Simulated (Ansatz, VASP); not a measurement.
# Ca2Si: VASP beside Ansatz, part 2 of 3

Wanted: the spread between two codes on one cell, functional and k mesh. The cell is taken from a series of runs on this material, whose earlier steps may have relaxed, scaled, displaced or heated it; both programs get it as it stands.

VASP 6.6.1 and Ansatz 0.2.0.

So far: Starting point; Ansatz: zone-centre phonons, LDA.

## 3. VASP: zone-centre phonons, LDA

Level of this step: LDA; plane waves and PAW (Ca_sv, Si) (VASP).

The same cell, functional (in two slightly different forms) and mesh now go to VASP, with its own data sets.

Lines of VASP's logs that name or quote its potential files are left out, and so is its time.

INCAR

```
SYSTEM = Ca2Si
PREC = Accurate
ENCUT = 500
EDIFF = 1E-08
NELM = 120
ISMEAR = 0
SIGMA = 0.01
LREAL = .FALSE.
ALGO = Normal
GGA = CA
NBANDS = 18
LORBIT = 11
LWAVE = .FALSE.
LCHARG = .FALSE.
ISIF = 2
IBRION = 8
LEPSILON = .TRUE.
LASPH = .TRUE.
GGA_COMPAT = .FALSE.
EFERMI = MIDGAP
KPAR = 2
```

POSCAR

```
Ca2Si
1.0
    0.0000000000      3.4658569900      3.4658569900
    3.4658569900      0.0000000000      3.4658569900
    3.4658569900      3.4658569900      0.0000000000
Ca Si
2 1
Direct
    0.7500000000      0.7500000000      0.7500000000
    0.2500000000      0.2500000000      0.2500000000
    0.0000000000      0.0000000000      0.0000000000
```

KPOINTS

```
Automatic mesh
0
Gamma
8 8 8
0 0 0
```

PAW data sets: Ca_sv and Si (LDA family, release 64).

Started as:

```console
mpirun -np 2 vasp_std
```

Output:

```text
[banner, memory and clock lines left out]
running    2 mpi-ranks, on    1 nodes
 distrk:  each k-point on    1 cores,    2 groups
 distr:  one band on    1 cores,    1 groups

 POSCAR found type information on POSCAR CaSi
 POSCAR found :  2 types and       3 ions
 LDA part: xc-table for (Slater(with rela. corr.)+CA(PZ))
 , standard interpolation
 POSCAR, INCAR and KPOINTS ok, starting setup
 FFT: planning ... GRIDC
 FFT: planning ... GRID_SOFT
 FFT: planning ... GRID
 WAVECAR not read
 entering main loop
       N       E                     dE             d eps       ncg     rms          rms(c)
DAV:   1     0.190223570351E+03    0.19022E+03   -0.11409E+04  1044   0.116E+03
DAV:   2    -0.372609629149E+00   -0.19060E+03   -0.18814E+03  1084   0.341E+02
DAV:   3    -0.121529522203E+02   -0.11780E+02   -0.11591E+02  1978   0.627E+01
DAV:   4    -0.126110448374E+02   -0.45809E+00   -0.45758E+00  1454   0.127E+01
DAV:   5    -0.126318817633E+02   -0.20837E-01   -0.20834E-01  1724   0.187E+00    0.569E+00
DAV:   6    -0.119329902606E+02    0.69889E+00   -0.19062E+00  1168   0.376E+00    0.315E+00
DAV:   7    -0.118324930194E+02    0.10050E+00   -0.50164E-01  1566   0.259E+00    0.105E+00
DAV:   8    -0.118236585497E+02    0.88345E-02   -0.65797E-02  1372   0.144E+00    0.203E-01
DAV:   9    -0.118225307142E+02    0.11278E-02   -0.56358E-03  1514   0.372E-01    0.131E-01
DAV:  10    -0.118225187472E+02    0.11967E-04   -0.81201E-04  1548   0.220E-01    0.331E-02
DAV:  11    -0.118225223042E+02   -0.35570E-05   -0.10622E-04  1564   0.509E-02    0.227E-02
DAV:  12    -0.118225087345E+02    0.13570E-04   -0.71150E-05  1504   0.532E-02    0.255E-03
DAV:  13    -0.118225091709E+02   -0.43641E-06   -0.45923E-06  1682   0.113E-02    0.222E-03
DAV:  14    -0.118225092140E+02   -0.43044E-07   -0.14602E-07  1540   0.268E-03    0.102E-03
DAV:  15    -0.118225092008E+02    0.13151E-07   -0.36268E-08  1124   0.148E-03    0.500E-04
DAV:  16    -0.118225091984E+02    0.24115E-08   -0.65231E-09   800   0.570E-04
   1 F= -.11822509E+02 E0= -.11822509E+02  d E =-.303508-131
 Linear response reoptimize wavefunctions to high precision
DAV:   1    -0.118225091986E+02   -0.24147E-09   -0.30884E-09  1208   0.322E-04
DAV:   2    -0.118225091987E+02   -0.63665E-11   -0.24934E-10   750   0.102E-04
 Linear response G [H, r] |phi>, progress :
  Direction:   1
       N       E                     dE             d eps       ncg     rms
RMM:   1    -0.668730080835E+02   -0.66873E+02    0.14040E+03  1526   0.229E+02
RMM:   2    -0.815163242330E+02   -0.14643E+02   -0.71295E+01  2025   0.351E+01
RMM:   3    -0.829922416401E+02   -0.14759E+01   -0.12429E+01  2491   0.116E+01
RMM:   4    -0.832567514087E+02   -0.26451E+00   -0.29508E+00  2664   0.420E+00
RMM:   5    -0.832928674951E+02   -0.36116E-01   -0.59140E-01  2634   0.188E+00
RMM:   6    -0.833065512354E+02   -0.13684E-01   -0.20718E-01  2703   0.998E-01
RMM:   7    -0.833099562103E+02   -0.34050E-02   -0.57868E-02  2711   0.524E-01
RMM:   8    -0.833113527685E+02   -0.13966E-02   -0.15164E-02  2689   0.295E-01
RMM:   9    -0.833119758490E+02   -0.62308E-03   -0.99759E-03  2662   0.173E-01
RMM:  10    -0.833122590015E+02   -0.28315E-03   -0.48831E-03  2656   0.110E-01
RMM:  11    -0.833123915565E+02   -0.13256E-03   -0.10393E-03  2605   0.731E-02
RMM:  12    -0.833124367997E+02   -0.45243E-04   -0.11370E-03  2536   0.524E-02
RMM:  13    -0.833124845032E+02   -0.47703E-04   -0.13992E-03  2491   0.402E-02
RMM:  14    -0.833125288568E+02   -0.44354E-04   -0.97191E-04  2451   0.328E-02
RMM:  15    -0.833125647600E+02   -0.35903E-04   -0.17495E-03  2395   0.277E-02
RMM:  16    -0.833125740555E+02   -0.92956E-05   -0.10160E-03  2353   0.245E-02
RMM:  17    -0.833125784475E+02   -0.43920E-05   -0.15960E-03  2332   0.224E-02
RMM:  18    -0.833125858821E+02   -0.74346E-05   -0.71861E-04  2318   0.210E-02
RMM:  19    -0.833125808736E+02    0.50085E-05   -0.11962E-03  2305   0.200E-02
RMM:  20    -0.833125857693E+02   -0.48958E-05   -0.80090E-04  2329   0.193E-02
RMM:  21    -0.833125886763E+02   -0.29069E-05   -0.10854E-03  2301   0.188E-02
RMM:  22    -0.833125879044E+02    0.77182E-06   -0.75384E-04  2303   0.184E-02
 Linear response G [H, r] |phi>, progress :
  Direction:   2
       N       E                     dE             d eps       ncg     rms
RMM:   1    -0.688762808593E+02   -0.68876E+02    0.13170E+03  1526   0.223E+02
RMM:   2    -0.793116512773E+02   -0.10435E+02   -0.67201E+01  2045   0.340E+01
RMM:   3    -0.806975444726E+02   -0.13859E+01   -0.12407E+01  2475   0.115E+01
RMM:   4    -0.809762669018E+02   -0.27872E+00   -0.35107E+00  2642   0.438E+00
RMM:   5    -0.809995185351E+02   -0.23252E-01   -0.65797E-01  2626   0.199E+00
RMM:   6    -0.810138793400E+02   -0.14361E-01   -0.23983E-01  2673   0.107E+00
RMM:   7    -0.810172935559E+02   -0.34142E-02   -0.69224E-02  2663   0.585E-01
RMM:   8    -0.810185042323E+02   -0.12107E-02   -0.19480E-02  2650   0.330E-01
[...]
RMM:   2    -0.428185812486E+01   -0.18898E+01   -0.27348E-01  4366   0.210E+00    0.260E+00
RMM:   3    -0.381544502288E+01    0.46641E+00   -0.74427E-01  4084   0.328E+00    0.115E+00
RMM:   4    -0.386964205093E+01   -0.54197E-01   -0.44219E-01  4445   0.255E+00    0.403E-01
RMM:   5    -0.393127962068E+01   -0.61638E-01   -0.58511E-02  4713   0.959E-01    0.108E-01
[...]
RMM:   4    -0.386965285947E+01   -0.54225E-01   -0.44234E-01  4442   0.255E+00    0.403E-01
RMM:   5    -0.393127774909E+01   -0.61625E-01   -0.58513E-02  4702   0.959E-01    0.108E-01
RMM:   6    -0.393741309122E+01   -0.61353E-02   -0.21149E-02  4964   0.401E-01    0.512E-02
RMM:   7    -0.394056740434E+01   -0.31543E-02   -0.87962E-03  4787   0.227E-01    0.144E-02
RMM:   8    -0.394106189660E+01   -0.49449E-03   -0.26004E-03  5151   0.113E-01    0.153E-02
RMM:   9    -0.394146665718E+01   -0.40476E-03   -0.10499E-03  5326   0.585E-02    0.652E-03
RMM:  10    -0.394149240203E+01   -0.25745E-04   -0.40932E-04  5316   0.313E-02    0.431E-03
RMM:  11    -0.394144170208E+01    0.50700E-04   -0.34931E-04  5021   0.189E-02    0.142E-03
RMM:  12    -0.394144340806E+01   -0.17060E-05   -0.65668E-05  5393   0.108E-02    0.152E-03
RMM:  13    -0.394144671290E+01   -0.33048E-05   -0.38852E-05  4866   0.705E-03    0.313E-04
RMM:  14    -0.394142465350E+01    0.22059E-04    0.20724E-05  5047   0.476E-03    0.344E-04
RMM:  15    -0.394142688756E+01   -0.22341E-05    0.26817E-05  5123   0.322E-03    0.121E-04
RMM:  16    -0.394142588188E+01    0.10057E-05    0.48727E-05  5235   0.245E-03    0.130E-04
RMM:  17    -0.394142618967E+01   -0.30779E-06    0.41279E-05  5141   0.206E-03    0.720E-05
RMM:  18    -0.394142821447E+01   -0.20248E-05    0.40969E-05  4827   0.184E-03    0.699E-05
RMM:  19    -0.394142970267E+01   -0.14882E-05    0.22887E-05  4608   0.172E-03    0.382E-05
RMM:  20    -0.394142965619E+01    0.46483E-07    0.26668E-05  4406   0.165E-03    0.234E-05
RMM:  21    -0.394143211213E+01   -0.24559E-05    0.45277E-06  4232   0.161E-03    0.221E-05
RMM:  22    -0.394143030575E+01    0.18064E-05    0.22439E-05  4151   0.159E-03    0.173E-05
RMM:  23    -0.394143120993E+01   -0.90419E-06    0.15038E-05  4039   0.158E-03    0.159E-05
RMM:  24    -0.394143114719E+01    0.62746E-07    0.14734E-05  4039   0.157E-03    0.960E-06
 change of polarisation eV/A/(eV/A) component  3 :     0.443     2.708     7.366
 dielectric tensor                  component  3 :     0.962     5.885    17.007
 Linear response DOF=           2
 Linear response progress:
  Degree of freedom:   1/  2
       N       E                     dE             d eps       ncg     rms          rms(c)
RMM:   1    -0.456754238726E+00   -0.45675E+00    0.22943E+00  3588   0.136E+01
RMM:   2    -0.404757286450E+00    0.51997E-01   -0.16429E-01  5654   0.283E+00    0.159E-01
RMM:   3    -0.405586562852E+00   -0.82928E-03   -0.20845E-02  6676   0.774E-01    0.120E-01
RMM:   4    -0.406223899910E+00   -0.63734E-03   -0.33757E-03  8041   0.298E-01    0.723E-02
RMM:   5    -0.406063162993E+00    0.16074E-03   -0.73177E-04  7800   0.132E-01    0.587E-03
RMM:   6    -0.406088981210E+00   -0.25818E-04   -0.20464E-04  8091   0.611E-02    0.106E-02
RMM:   7    -0.406026865653E+00    0.62116E-04   -0.53533E-05  8105   0.305E-02    0.265E-03
RMM:   8    -0.406026113973E+00    0.75168E-06   -0.27174E-05  8208   0.169E-02    0.227E-03
RMM:   9    -0.406018039593E+00    0.80744E-05   -0.11777E-05  8304   0.102E-02    0.937E-04
RMM:  10    -0.406012711391E+00    0.53282E-05   -0.85120E-06  8352   0.659E-03    0.332E-04
RMM:  11    -0.406012431146E+00    0.28024E-06   -0.66453E-06  8432   0.475E-03    0.311E-04
RMM:  12    -0.406011957898E+00    0.47325E-06   -0.50954E-06  8581   0.379E-03    0.265E-04
RMM:  13    -0.406013426800E+00   -0.14689E-05   -0.36020E-06  7879   0.324E-03    0.466E-04
RMM:  14    -0.406011141949E+00    0.22849E-05   -0.31341E-06  7532   0.293E-03    0.118E-04
[...]
RMM:  23    -0.406011416942E+00   -0.68451E-07   -0.53058E-07  8160   0.123E-03    0.428E-05
RMM:  24    -0.406011428448E+00   -0.11505E-07   -0.50046E-07  8718   0.115E-03    0.522E-05
RMM:  25    -0.406011496938E+00   -0.68491E-07   -0.38411E-07  8571   0.109E-03    0.581E-05
RMM:  26    -0.406011433152E+00    0.63786E-07   -0.33778E-07  8322   0.104E-03    0.822E-05
RMM:  27    -0.406011441304E+00   -0.81520E-08   -0.26395E-07  8871   0.979E-04    0.894E-05
RMM:  28    -0.406011455040E+00   -0.13736E-07   -0.25443E-07  8643   0.933E-04    0.947E-05
RMM:  29    -0.406011459167E+00   -0.41264E-08   -0.19116E-07  8573   0.891E-04    0.995E-05
RMM:  30    -0.406011464184E+00   -0.50173E-08   -0.17741E-07  8478   0.854E-04    0.104E-04
 first order change of Fermi-energy   0.87792E-01
 force on displaced ion       1 direction 1 :  -4.156  -0.000  -0.000
 Born effective charge ion    1 direction 1 :   2.024   0.000   0.000
 Linear response progress:
  Degree of freedom:   2/  2
       N       E                     dE             d eps       ncg     rms          rms(c)
RMM:   1    -0.246110371457E-01   -0.24611E-01   -0.10552E-02  4491   0.662E-01
RMM:   2    -0.215723796646E-01    0.30387E-02   -0.29266E-03  4128   0.210E-01    0.761E-02
RMM:   3    -0.216191797964E-01   -0.46800E-04   -0.74272E-04  3728   0.111E-01    0.346E-02
RMM:   4    -0.218987780145E-01   -0.27960E-03   -0.35864E-04  4054   0.716E-02    0.118E-02
RMM:   5    -0.218829765830E-01    0.15801E-04   -0.62865E-05  4257   0.280E-02    0.380E-03
RMM:   6    -0.219151315998E-01   -0.32155E-04   -0.19346E-05  4389   0.124E-02    0.171E-03
RMM:   7    -0.219104643966E-01    0.46672E-05   -0.45909E-06  4928   0.611E-03    0.854E-04
RMM:   8    -0.219099122654E-01    0.55213E-06   -0.73765E-06  5192   0.281E-03    0.319E-04
RMM:   9    -0.219113863631E-01   -0.14741E-05    0.37034E-06  5014   0.151E-03    0.124E-04
RMM:  10    -0.219117733987E-01   -0.38704E-06    0.13345E-06  5211   0.812E-04    0.433E-05
RMM:  11    -0.219115660483E-01    0.20735E-06    0.18885E-06  5407   0.489E-04    0.340E-05
RMM:  12    -0.219115243667E-01    0.41682E-07   -0.77659E-07  5250   0.328E-04    0.592E-06
RMM:  13    -0.219115096693E-01    0.14697E-07    0.41760E-07  5394   0.249E-04    0.847E-06
RMM:  14    -0.219114921559E-01    0.17513E-07   -0.28095E-07  5126   0.209E-04    0.195E-06
RMM:  15    -0.219114793480E-01    0.12808E-07    0.12482E-07  5285   0.187E-04    0.188E-06
RMM:  16    -0.219114791909E-01    0.15710E-09   -0.16233E-07  4894   0.174E-04    0.102E-06
RMM:  17    -0.219114782274E-01    0.96349E-09    0.89400E-08  4693   0.169E-04    0.131E-06
 first order change of Fermi-energy   0.26131E-03
 force on displaced ion       3 direction 1 :  -4.440   0.000   0.000
 Born effective charge ion    3 direction 1 :  -4.083   0.000   0.000
 Born effective charges drift removed
 Linear response finished
```

[end of part 2 of 3]

[Lines on the potential files, build, host, timing and source positions are cut from VASP's logs without a mark.]

[Logs are printed without paths, hosts, clocks, repeated set-up lines and the standing remarks that a program may print on its own settings, such as how far it seeks lower states.]

[Hosts, paths, dates, database ids (printed as entryN), source tags and the programs' standing remarks are cut or masked in the printed files.]
